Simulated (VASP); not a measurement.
Data:

```yaml
crystal:
  lattice:
    - [0.00000, 2.86204, 2.86204]
    - [2.86204, 0.00000, 2.86204]
    - [2.86204, 2.86204, 0.00000]
  atoms:
    - { symbol: Al, position: [0.25000, 0.25000, 0.25000] }
    - { symbol: Al, position: [0.75000, 0.75000, 0.75000] }
    - { symbol: Pt, position: [0.00000, 0.00000, 0.00000] }
```

Level of theory: PBEsol GGA, VASP's PBE PAW potentials (set 64) (plane waves; VASP). Numerical set-up: 480 eV cut-off, 8×8×8 Γ-centred mesh, first-order Methfessel-Paxton smearing of 0.10 eV, potentials Al Pt.

Unless said otherwise, spin-orbit coupling is left out, though it shifts the bands of the heavy elements here.

Problem. Predict the energy per atom (σ→0), pressure, band gap (on the k-mesh) with the smallest direct gap where there is one.

Solution. 
```yaml
band gap (on the k-mesh): none (metal, semimetal or under 0.01 eV)
energy per atom (σ→0): -5.854 eV/atom
pressure: 150.5 kbar
```

The compound is PtAl2 in the fluorite structure. It was relaxed first under an external pressure of 15 GPa.
